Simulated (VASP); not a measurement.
A convergence study with VASP on BP (zinc blende): one setting is varied, all else stays as given below, so the limit is that of these other settings.

```
BP
1.0
    0.00000     2.27000     2.27000
    2.27000     0.00000     2.27000
    2.27000     2.27000     0.00000
B P
1 1
Direct
  0.00000   0.00000   0.00000
  0.25000   0.25000   0.25000
```

Computed with PBE GGA, VASP's PBE PAW potentials (set 64) (plane waves; VASP). The tightest run used: 700 eV cut-off, 19×19×19 Γ-centred mesh, Gaussian smearing of 0.050 eV, potentials B P.

Q: The settings run are 1×1×1 mesh; 2×2×2 mesh; 3×3×3 mesh; 4×4×4 mesh; 6×6×6 mesh; 7×7×7 mesh; 8×8×8 mesh; 9×9×9 mesh; 10×10×10 mesh; 12×12×12 mesh; 13×13×13 mesh; 14×14×14 mesh; 15×15×15 mesh; 16×16×16 mesh; 18×18×18 mesh; 19×19×19 mesh. From which on does the stress (every component) stay within 0.5 GPa of the tightest run?

A: From 6×6×6 mesh on: it is off by 0.13 there and by no more than 0.5 in any finer run, while 4×4×4 mesh is off by 1.11.
```csv
setting,E (eV/atom),pressure (GPa),irreducible k-points,difference judged (GPa)
1×1×1 mesh,4.4663,106.78,1,106.07
2×2×2 mesh,-5.0252,16.31,3,15.61
3×3×3 mesh,-6.1537,4.34,4,3.63
4×4×4 mesh,-6.3808,1.81,8,1.11
6×6×6 mesh,-6.4580,0.84,16,0.13
7×7×7 mesh,-6.4636,0.75,20,0.05
8×8×8 mesh,-6.4656,0.72,29,0.02
9×9×9 mesh,-6.4663,0.71,35,0.01
10×10×10 mesh,-6.4665,0.71,47,0.00
12×12×12 mesh,-6.4666,0.70,72,0.00
13×13×13 mesh,-6.4666,0.70,84,0.00
14×14×14 mesh,-6.4667,0.70,104,0.00
15×15×15 mesh,-6.4667,0.70,120,0.00
16×16×16 mesh,-6.4667,0.70,145,0.00
18×18×18 mesh,-6.4667,0.70,195,0.00
19×19×19 mesh,-6.4667,0.70,220,0.00
```

Left out are rungs that failed or repeat a setting and relaxations that didn't move; long series are thinned to 24 rows.

The compound is BP in the zinc blende structure. The cell was not relaxed at this level.
